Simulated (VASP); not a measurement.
Calculation: PBE GGA, VASP's PBE PAW potentials (set 64) (plane waves; VASP).

A VASP calculation is set up with these files.

KPOINTS:
```
Automatic mesh
0
Gamma
4 4 4
0 0 0
```

### POSCAR
```
Na4BrCl3
1.0
  5.7472567583   0.0000000000   0.0000000000
  0.0000000000   5.7472567583   0.0000000000
  0.0000000000   0.0000000000   5.7472567583
Na Cl Br
4 3 1
Cart
  0.0000000000   0.0000000000   0.0000000000
  2.8736283791   2.8736283791   0.0000000000
  2.8736283791   0.0000000000   2.8736283791
  0.0000000000   2.8736283791   2.8736283791
  2.8736283791   2.8736283791   2.8736283791
  0.0000000000   0.0000000000   2.8736283791
  0.0000000000   2.8736283791   0.0000000000
  2.8736283791   0.0000000000   0.0000000000
```

### INCAR
```
ALGO=Normal
EDIFF=1E-6
EDIFFG=-0.02
ENCUT=400
GGA=PE
IBRION=2
ISIF=3
ISMEAR=0
LASPH=.TRUE.
LCHARG=.FALSE.
LMAXMIX=4
LREAL=.FALSE.
LWAVE=.FALSE.
NELM=100
NSW=60
PREC=Accurate
SIGMA=0.05
SYSTEM=Na4BrCl3
```

POTCAR, in this order: Na_pv Cl Br (PBE.64 set). Program: vasp_std.

Estimate the energy per atom (σ→0), volume per atom, band gap (on the k-mesh).

- energy per atom (σ→0): -318.1 kJ/mol of atoms
- band gap (on the k-mesh): 4.74 eV
- volume per atom: 24.05 Å³/atom

File OSZICAR:
```
...
       N       E                     dE             d eps       ncg     rms          rms(c)
DAV:   1    -0.263882049650E+02   -0.12593E-01   -0.29213E-01   806   0.531E+00    0.701E-01
DAV:   2    -0.263783783586E+02    0.98266E-02   -0.18785E-02   733   0.894E-01    0.291E-01
DAV:   3    -0.263765495439E+02    0.18288E-02   -0.48214E-03   781   0.490E-01    0.132E-01
DAV:   4    -0.263763218346E+02    0.22771E-03   -0.17997E-04   854   0.890E-02    0.167E-02
DAV:   5    -0.263763146832E+02    0.71514E-05   -0.35289E-05   675   0.298E-02    0.989E-03
DAV:   6    -0.263763139457E+02    0.73752E-06   -0.21238E-06   565   0.118E-02
   3 F= -.26376314E+02 E0= -.26376314E+02  d E =-.304489E-02
```

The structure was generated: Na4BrCl3 was put into an ordered model structure (Pm-3m), which need not be its known phase. This run relaxes it. Symmetry was kept, so distortions that lower it aren't found. The start is the result of an earlier pass.
